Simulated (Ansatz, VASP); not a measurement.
# MgH12C12S4N2O12F12 in two plane-wave programs

One calculation is typed for both programs; each brings its own data sets. How far apart do they land? The structure shown is frame 100 of Ansatz's trajectory.

Method: plane waves, with VASP 6.6.1 beside it; single point at PBE with D4, in Ansatz 0.2.0.

## Step 1: Set-up

The cell holds 110 atoms: 4 N, 8 S, 24 O, 24 C, 24 F, 24 H and 2 Mg. Cell: a = 11.410 Å, b = 11.410 Å, c = 11.410 Å, α = 90.0°, β = 90.0°, γ = 90.0°. As first built, before any earlier steps moved the atoms (in the runner's words): 4 gamma-butyrolactone, 2 Mg2+, 4 TFSI- placed at random, at 1.69 g/cm^3; overlaps pushed apart, then 10 ps at 550 K with divalent ions of Li, Roberts, Chakravorty and Merz (J. Chem. Theory Comput. 9, 2733 (2013)); MMFF94 bonds, angles, torsions, charges and radii (Halgren, J. Comput. Chem. 17, 490 (1996)) in harmonic and 12-6 forms; charges of ions scaled by 0.8. Snapshot after 30 ps at 330 K and fixed volume.

## Step 2: Ansatz: dynamics, PBE with D4

Ansatz runs on its default PAW (the set named soft_2) files.

One frame of this run of dynamics is then solved in both programs, so the motion causes no difference.

input.yaml reads:

```yaml
crystal:
  lattice:
    - [11.4098, 0.0, 0.0]
    - [0.0, 11.4098, 0.0]
    - [0.0, 0.0, 11.4098]
  atoms:
    - { symbol: "N", position: [0.81428, 0.62365, 0.16737] }
    - { symbol: S, position: [0.93011, 0.67543, 0.12589] }
    - { symbol: O, position: [0.00261, 0.59778, 0.05476] }
    - { symbol: O, position: [0.00644, 0.7283, 0.21562] }
    - { symbol: C, position: [0.89593, 0.7939, 0.03127] }
    - { symbol: F, position: [0.87565, 0.89501, 0.08301] }
    - { symbol: F, position: [0.79238, 0.76739, 0.97034] }
    - { symbol: F, position: [0.97532, 0.80738, 0.9454] }
    - { symbol: S, position: [0.76225, 0.7018, 0.26803] }
    - { symbol: O, position: [0.70994, 0.80878, 0.22767] }
    - { symbol: O, position: [0.84279, 0.71992, 0.36558] }
    - { symbol: C, position: [0.63455, 0.60476, 0.31339] }
    - { symbol: F, position: [0.6712, 0.49539, 0.34277] }
    - { symbol: F, position: [0.54947, 0.60631, 0.22485] }
    - { symbol: F, position: [0.5811, 0.64387, 0.41101] }
    - { symbol: "N", position: [0.34924, 0.84826, 0.20154] }
    - { symbol: S, position: [0.285, 0.81938, 0.31872] }
    - { symbol: O, position: [0.3028, 0.70111, 0.36823] }
    - { symbol: O, position: [0.16423, 0.85505, 0.32224] }
    - { symbol: C, position: [0.36326, 0.92324, 0.41628] }
    - { symbol: F, position: [0.47192, 0.93854, 0.37522] }
    - { symbol: F, position: [0.37193, 0.88576, 0.52889] }
    - { symbol: F, position: [0.31382, 0.03595, 0.42085] }
    - { symbol: S, position: [0.28235, 0.79677, 0.09461] }
    - { symbol: O, position: [0.19266, 0.87322, 0.05103] }
    - { symbol: O, position: [0.24467, 0.67217, 0.09624] }
    - { symbol: C, position: [0.40135, 0.80507, 0.98728] }
    - { symbol: F, position: [0.43301, 0.69407, 0.94156] }
    - { symbol: F, position: [0.50754, 0.84271, 0.03304] }
    - { symbol: F, position: [0.38065, 0.8762, 0.89804] }
    - { symbol: "N", position: [0.83544, 0.41182, 0.9476] }
    - { symbol: S, position: [0.94729, 0.34039, 0.91083] }
    - { symbol: O, position: [0.0512, 0.3899, 0.96455] }
    - { symbol: O, position: [0.95925, 0.31551, 0.7874] }
    - { symbol: C, position: [0.926, 0.20027, 0.9765] }
    - { symbol: F, position: [0.02715, 0.13883, 0.96697] }
    - { symbol: F, position: [0.84415, 0.13124, 0.91168] }
    - { symbol: F, position: [0.89958, 0.20874, 0.09517] }
    - { symbol: S, position: [0.7161, 0.36922, 0.89179] }
    - { symbol: O, position: [0.66025, 0.26972, 0.94833] }
    - { symbol: O, position: [0.70884, 0.37232, 0.76195] }
    - { symbol: C, position: [0.63414, 0.49758, 0.91907] }
    - { symbol: F, position: [0.68571, 0.59827, 0.87638] }
    - { symbol: F, position: [0.61153, 0.51048, 0.03734] }
    - { symbol: F, position: [0.52406, 0.49254, 0.87413] }
    - { symbol: "N", position: [0.10472, 0.5435, 0.64581] }
    - { symbol: S, position: [0.10161, 0.65003, 0.73493] }
    - { symbol: O, position: [0.12762, 0.61749, 0.85685] }
    - { symbol: O, position: [0.00487, 0.73527, 0.72617] }
    - { symbol: C, position: [0.2301, 0.72456, 0.67435] }
    - { symbol: F, position: [0.26317, 0.81677, 0.73936] }
    - { symbol: F, position: [0.21665, 0.77412, 0.5689] }
    - { symbol: F, position: [0.31552, 0.64436, 0.65939] }
    - { symbol: S, position: [0.02087, 0.56588, 0.53996] }
    - { symbol: O, position: [0.02137, 0.46732, 0.46159] }
    - { symbol: O, position: [0.04006, 0.68084, 0.48618] }
    - { symbol: C, position: [0.87161, 0.56591, 0.60503] }
    - { symbol: F, position: [0.82106, 0.66988, 0.60412] }
    - { symbol: F, position: [0.87036, 0.53372, 0.72384] }
    - { symbol: F, position: [0.79724, 0.48584, 0.5489] }
    - { symbol: O, position: [0.17957, 0.43953, 0.17012] }
    - { symbol: C, position: [0.2423, 0.4079, 0.25118] }
    - { symbol: C, position: [0.22106, 0.29971, 0.32056] }
    - { symbol: C, position: [0.33059, 0.28834, 0.38662] }
    - { symbol: C, position: [0.36722, 0.41763, 0.40103] }
    - { symbol: O, position: [0.33378, 0.4666, 0.29369] }
    - { symbol: H, position: [0.19931, 0.22073, 0.26804] }
    - { symbol: H, position: [0.14907, 0.30507, 0.3924] }
    - { symbol: H, position: [0.38645, 0.2447, 0.32204] }
    - { symbol: H, position: [0.32276, 0.23198, 0.46656] }
    - { symbol: H, position: [0.32275, 0.44965, 0.47629] }
    - { symbol: H, position: [0.46726, 0.41521, 0.40195] }
    - { symbol: O, position: [0.95628, 0.90099, 0.52078] }
    - { symbol: C, position: [0.87527, 0.92218, 0.58545] }
    - { symbol: C, position: [0.88022, 0.97727, 0.70072] }
    - { symbol: C, position: [0.76745, 0.93605, 0.74521] }
    - { symbol: C, position: [0.68704, 0.95856, 0.63995] }
    - { symbol: O, position: [0.76437, 0.91634, 0.54721] }
    - { symbol: H, position: [0.88354, 0.0747, 0.6839] }
    - { symbol: H, position: [0.95588, 0.95109, 0.75418] }
    - { symbol: H, position: [0.73339, 0.98114, 0.82057] }
    - { symbol: H, position: [0.76615, 0.84266, 0.75705] }
    - { symbol: H, position: [0.6143, 0.89201, 0.63899] }
    - { symbol: H, position: [0.6631, 0.05145, 0.63042] }
    - { symbol: O, position: [0.27545, 0.46268, 0.92806] }
    - { symbol: C, position: [0.28978, 0.3624, 0.89349] }
    - { symbol: C, position: [0.27465, 0.32412, 0.76419] }
    - { symbol: C, position: [0.34025, 0.20712, 0.7648] }
    - { symbol: C, position: [0.33676, 0.16906, 0.89439] }
    - { symbol: O, position: [0.32762, 0.27008, 0.96523] }
    - { symbol: H, position: [0.31421, 0.38783, 0.70032] }
    - { symbol: H, position: [0.18568, 0.31041, 0.7427] }
    - { symbol: H, position: [0.4307, 0.21565, 0.73696] }
    - { symbol: H, position: [0.28757, 0.14186, 0.71035] }
    - { symbol: H, position: [0.26766, 0.10638, 0.91298] }
    - { symbol: H, position: [0.42021, 0.12377, 0.91799] }
    - { symbol: O, position: [0.91905, 0.95033, 0.30941] }
    - { symbol: C, position: [0.89464, 0.05529, 0.31233] }
    - { symbol: C, position: [0.77037, 0.08903, 0.28678] }
    - { symbol: C, position: [0.76931, 0.21327, 0.32303] }
    - { symbol: C, position: [0.89066, 0.24088, 0.35074] }
    - { symbol: O, position: [0.9665, 0.14637, 0.33983] }
    - { symbol: H, position: [0.71666, 0.03018, 0.33712] }
    - { symbol: H, position: [0.74874, 0.07579, 0.19385] }
    - { symbol: H, position: [0.71598, 0.21091, 0.40191] }
    - { symbol: H, position: [0.73367, 0.26191, 0.24642] }
    - { symbol: H, position: [0.91907, 0.31548, 0.30109] }
    - { symbol: H, position: [0.89919, 0.26817, 0.44259] }
    - { symbol: Mg, position: [0.15612, 0.53788, 0.02501] }
    - { symbol: Mg, position: [0.001, 0.8125, 0.36965] }
kpoints:
  mp_grid: { grid: [1, 1, 1] }
hamiltonian:
  xc: pbe
  dispersion: d4
scf:
  occupations: { method: fixed }
output:
  forces: true
md:
  timestep: 0.5
  n_steps: 300
  ensemble: nvt_nose_hoover
  temperature: 330
  initial_velocities: maxwell_boltzmann
  seed: 5953
```

On the command line:

```bash
> ansatz run input.yaml --threads 4 --pin off --max-ram 8192MiB --backend cpu --events-out ev --progress --plain --runs-dir out
```

Numbers of over 12 decimals in the logs are rounded to 6 here.

Output:

```text
Warning: md: disabling space-group detection — thermal motion breaks the input geometry's symmetry, so no spatial operation reduces the k-mesh or symmetrises the density; time reversal is kept, so that k and −k are solved as one point where they differ and the mesh holds both, and exact exchange and, on two spinor components, a DFT+U term hold to it where the run has them: on two components no moment then forms, and  [...]
Engine: ansatz 0.2.0, aarch64-unknown-linux-gnu
Pseudopotentials: kind: paw
Pseudopotential: N, paw, valence charge 5, recommended cutoff 420 eV (normal), N.paw.azcp
Pseudopotential: S, paw, valence charge 6, recommended cutoff 420 eV (normal), S.paw.azcp
Pseudopotential: O, paw, valence charge 6, recommended cutoff 420 eV (normal), O.paw.azcp
Pseudopotential: C, paw, valence charge 4, recommended cutoff 420 eV (normal), C.paw.azcp
Pseudopotential: F, paw, valence charge 7, recommended cutoff 420 eV (normal), F.paw.azcp
Pseudopotential: H, paw, valence charge 1, recommended cutoff 420 eV (normal), H.paw.azcp
Pseudopotential: Mg, paw, valence charge 10, recommended cutoff 420 eV (normal), Mg.paw.azcp
Functional definition: PBE
  parameter kappa = 0.804
  parameter beta = 0.066725
  exchange = pbe_x(kappa = kappa, mu = beta*pi^2/3)
  correlation = pbe_c(beta = beta)
Crystal: 110 atoms, lattice volume = 1485.368 Å³
Basis set: ecut = 420 eV, 28991 PW (Γ), exchange–correlation on 160×160×160 points (8 copies of the dense FFT grid, shifted against one another)
Bands: 370, of which v1, the nominal top of the filled ones, is band 260 counted from 1 (259 counted from 0)
Symmetry: 1 space group operations
k-points: 1
Non-local potential: N, projectors of the file, l = 0: 2, l = 1: 2, l = 2: 1
Non-local potential: S, projectors of the file, l = 0: 2, l = 1: 2, l = 2: 2
Non-local potential: O, projectors of the file, l = 0: 2, l = 1: 2, l = 2: 1
Non-local potential: C, projectors of the file, l = 0: 2, l = 1: 2, l = 2: 1
Non-local potential: F, projectors of the file, l = 0: 2, l = 1: 2, l = 2: 1
Non-local potential: H, projectors of the file, l = 0: 2, l = 1: 1
Non-local potential: Mg, projectors of the file, l = 0: 3, l = 1: 2, l = 2: 1
PAW form: soft (Blöchl's): semilocal exchange-correlation on the pseudo side does not see the compensation charge
PAW one-centre angular grid: N, 110 points (default); XC on 64 Gauss nodes
PAW one-centre angular grid: S, 110 points (default); XC on 64 Gauss nodes
PAW one-centre angular grid: O, 110 points (default); XC on 64 Gauss nodes
PAW one-centre angular grid: C, 110 points (default); XC on 64 Gauss nodes
PAW one-centre angular grid: F, 110 points (default); XC on 64 Gauss nodes
PAW one-centre angular grid: H, 110 points (default); XC on 64 Gauss nodes
PAW one-centre angular grid: Mg, 110 points (default); XC on 64 Gauss nodes
Initial density: superposition of atomic densities (neutral atoms: chi_scale 0, normalization atom), corrected by the library's trained network
Initial wavefunctions: pseudopotential atomic-orbital guess
Functional: x = pbe(κ = 0.804, μ = 0.219515), c = pbe(β = 0.066725)
SCF iter   1: F=—  HF=-51997.274972 eV  |F-HF|=—  |Δ(HF+E_count)|=         —  Δρ=6.79e-3  dr2=7.56e-1  ethr=1.77e-3  ⟨swp⟩=4.0  Hψ=1237  notcnv=0  defer=106
preconditioner: auto → Resta (q_TF=auto, 2.290 Å⁻¹)  ε∞=2.6  [insulator: Δε(μ)=4.276 eV  Ē_g=16.780 eV  n_scr=304 (ndim 8)  ℏωp=21.3 eV  f_vac=0.328  ε∞_Penn≈2.6]
SCF iter   2: F=—  HF=-51997.053258 eV  |F-HF|=—  |Δ(HF+E_count)|=   2.22e-1  Δρ=3.39e-3  dr2=1.56e-1  ethr=1.45e-4  ⟨swp⟩=2.0  Hψ=600  notcnv=0  defer=107
SCF iter   3: F=—  HF=-51997.043329 eV  |F-HF|=—  |Δ(HF+E_count)|=   9.93e-3  Δρ=1.51e-3  dr2=4.75e-2  ethr=3.01e-5  ⟨swp⟩=2.0  Hψ=496  notcnv=0  defer=77
automatic band count: iteration 3 solves 339 bands in place of 370: the levels show a gap, and the empty bands left out lie too high to hold charge; the band table lists the bands solved (type scf.n_extra_bands for more)
SCF iter   4: F=—  HF=-51997.035198 eV  |F-HF|=—  |Δ(HF+E_count)|=   8.13e-3  Δρ=6.43e-4  dr2=7.66e-3  ethr=9.14e-6  ⟨swp⟩=3.0  Hψ=520  notcnv=0  defer=77
SCF iter   5: F=—  HF=-51997.033547 eV  |F-HF|=—  |Δ(HF+E_count)|=   1.65e-3  Δρ=3.57e-4  dr2=2.00e-3  ethr=1.47e-6  ⟨swp⟩=3.0  Hψ=602  notcnv=0  defer=77
SCF iter   6: F=—  HF=-51997.033064 eV  |F-HF|=—  |Δ(HF+E_count)|=   4.83e-4  Δρ=1.06e-4  dr2=2.08e-4  ethr=3.85e-7  ⟨swp⟩=3.0  Hψ=489  notcnv=0  defer=76
[...]
iter 1 solved again at ethr=5.58e-6 eV; its pass at ethr=3.10e-3 eV (dr2=2.90e-2 eV) is discarded
SCF iter   1: F=—  HF=-51999.338710 eV  |F-HF|=—  |Δ(HF+E_count)|=         —  Δρ=1.92e-3  dr2=3.06e-2  ethr=5.58e-6  ⟨swp⟩=2.0  Hψ=1177  notcnv=0  defer=77
automatic band count: iteration 1 solves 339 bands in place of 370: the levels show a gap, and the empty bands left out lie too high to hold charge; the band table lists the bands solved (type scf.n_extra_bands for more)
preconditioner: auto → Resta (q_TF=auto, 2.290 Å⁻¹)  ε∞=2.8  [insulator: Δε(μ)=4.459 eV  Ē_g=15.956 eV  n_scr=304 (ndim 8)  ℏωp=21.3 eV  f_vac=0.319  ε∞_Penn≈2.8]
SCF iter   2: F=—  HF=-51999.331605 eV  |F-HF|=—  |Δ(HF+E_count)|=   7.10e-3  Δρ=8.84e-4  dr2=5.18e-3  ethr=5.58e-6  ⟨swp⟩=2.0  Hψ=466  notcnv=0  defer=77
SCF iter   3: F=—  HF=-51999.330627 eV  |F-HF|=—  |Δ(HF+E_count)|=   9.78e-4  Δρ=2.41e-4  dr2=6.00e-4  ethr=9.96e-7  ⟨swp⟩=2.0  Hψ=485  notcnv=0  defer=77
SCF iter   4: F=—  HF=-51999.330548 eV  |F-HF|=—  |Δ(HF+E_count)|=   7.97e-5  Δρ=9.25e-5  dr2=1.15e-4  ethr=1.15e-7  ⟨swp⟩=3.0  Hψ=488  notcnv=0  defer=75
SCF iter   5: F=—  HF=-51999.330542 eV  |F-HF|=—  |Δ(HF+E_count)|=   5.96e-6  Δρ=2.50e-5  dr2=1.10e-5  ethr=2.21e-8  ⟨swp⟩=2.0  Hψ=487  notcnv=0  defer=75
SCF iter   6: F=—  HF=-51999.331062 eV  |F-HF|=—  |Δ(HF+E_count)|=   5.21e-4  Δρ=1.57e-5  dr2=3.46e-6  ethr=2.11e-9  ⟨swp⟩=2.0  Hψ=599  notcnv=0  defer=75
SCF iter   7: F=—  HF=-51999.331062 eV  |F-HF|=—  |Δ(HF+E_count)|=   3.12e-7  Δρ=4.55e-6  dr2=3.42e-7  ethr=6.66e-10  ⟨swp⟩=2.0  Hψ=493  notcnv=0  defer=75
SCF iter   8: F=—  HF=-51999.331062 eV  |F-HF|=—  |Δ(HF+E_count)|=   5.71e-8  Δρ=2.81e-6  dr2=1.09e-7  ethr=1.92e-11  ⟨swp⟩=4.0  Hψ=1114  notcnv=0
SCF iter   9: F=-51999.331062 eV  HF=-51999.331062 eV  |F-HF|=4.40e-9  |Δ(HF+E_count)|=   2.18e-8  Δρ=7.22e-7  dr2=9.03e-9  ethr=1.92e-11  ⟨swp⟩=4.0  Hψ=1000  notcnv=0
SCF 301 converged in 9 iterations: F = -51999.331062 eV  dr2 = 9.03e-9
md step   300: t =   150.00 fs  T =   375.7 K  F+E_penalty+E_count = -51999.33106193 eV  E_kin = 5.293320 eV  conserved = -51992.38670388 eV  (9 SCF iters, 21 dispersion substeps)
SCF converged after 9 iterations
Free energy (F): -51999.331062 eV
Harris-Foulkes:  -51999.331062 eV  (|F-HF|=4.40e-9)
Internal energy: -51999.331062 eV  (E = F + TS)
E sigma→0 (E₀):  -51999.331062 eV
Fermi energy:    0.055638 eV
--- Per-component energies (eV) ---
  E_band       = -5313.723459
  E_kinetic    = 13277.094167
  E_local      = -59571.822024  (includes V_loc(G=0)·N_el)
  E_nonlocal   = 4183.265180
  E_hartree    = 23538.492124
  E_xc         = -6107.186983
  E_vxc        = -7472.135567  (∫ρ·V_xc dr)
  E_paw        = -16908.150761  (= ΣΔE_a)
  E_vpaw       = -2807.186737  (= ΣTr[D̂ρ^β])
  E_aug_tail   = 0.075762  (compensation charges beyond the density's cutoff)
  E_ewald      = -10403.330600
  E_disp       = -7.767926  (pairwise vdW)
  E_smearing   = -0.000000  (= −TS)
  E_closure    = 0.000000  (closes the sum)
  Σ components = -51999.331062   (vs F -51999.331062, Δ=0.00e0)
--- Forces (eV/Å), atoms counted from 1 ---
  atom   1  N      1.50579996     1.15494704     0.21749121
  atom   2  S     -2.50746476    -1.44527334     0.93593016
  atom   3  O      0.05872530    -0.19059077    -0.31085817
  atom   4  O      1.15322067     0.06370481     0.31543889
  atom   5  C     -0.14397462    -1.82795149    -3.57912269
  atom   6  F     -0.66359593     1.73520095     1.06043659
  atom   7  F      0.59548739     0.65928788     0.78317621
  atom   8  F     -0.03277322    -0.07172890     0.31508245
  atom   9  S     -0.24723699    -1.60759955    -1.83350789
  atom  10  O     -0.10525725     0.44271242    -0.28794881
  atom  11  O      1.88929176     0.52677565     2.04049443
  atom  12  C      0.01205957     1.04224323    -0.28024481
  atom  13  F      0.61126575    -1.22157294     1.17381762
  atom  14  F     -1.88634650    -0.27765365    -1.83158110
  atom  15  F      0.74845195    -0.30976962     0.60997726
  atom  16  N     -1.49158373    -0.05955388     0.43497748
  atom  17  S      0.70623371     0.72565888     0.22305479
  atom  18  O      0.22218875    -1.91513853     0.21373462
  atom  19  O     -0.92762523     0.57953457    -0.37799049
  atom  20  C      0.30344093     0.56549090    -0.11024859
  atom  21  F      0.87248785    -0.02124636    -0.38868152
  atom  22  F     -0.75168045    -0.26129622     0.43430603
  atom  23  F     -0.18281987     0.61739264    -0.11824684
  atom  24  S     -0.14443549     0.73653526    -0.28928516
[...]
atom 103  H      0.40153819     0.54401613    -0.17577761
  atom 104  H     -0.19955767     0.41380762     0.06269882
  atom 105  H     -0.89631136    -0.41906780     0.61639785
  atom 106  H      0.41681035    -0.38578067     0.20876332
  atom 107  H      0.37842675     0.09880298     0.45912060
  atom 108  H      0.31194086     0.08221496    -0.05364956
  atom 109  Mg     0.34251882    -0.39526093    -0.10342449
  atom 110  Mg    -0.64290144     0.05251254     0.12424885
  max |Σ_I F_I| component: 7.37e-5 eV/Å
--- MD trajectory: 300 steps, t = 0.0 → 150.0 fs ---
  final state: T = 375.7 K   F+E_penalty+E_count = -51999.33106193 eV   E_kin = 5.293320 eV
  conserved energy: peak-to-peak 7.761e-3 eV (7.055e-5 eV/atom) over 150.0 fs
```

[end of part 1 of 2]

[Lines on the potential files, build, host, timing and source positions are cut from VASP's logs without a mark.]

[Logs are printed without paths, hosts, clocks, repeated set-up lines and the standing remarks that a program may print on its own settings, such as how far it seeks lower states.]

[Hosts, paths, dates, database ids (printed as entryN), source tags and the programs' standing remarks are cut or masked in the printed files.]

[The MMFF94 radii named for the starting cell were scaled by 0.96; in molecules described by MMFF94, hydrogen bound to N, O or S took a small fixed 12-6 site in their place.]
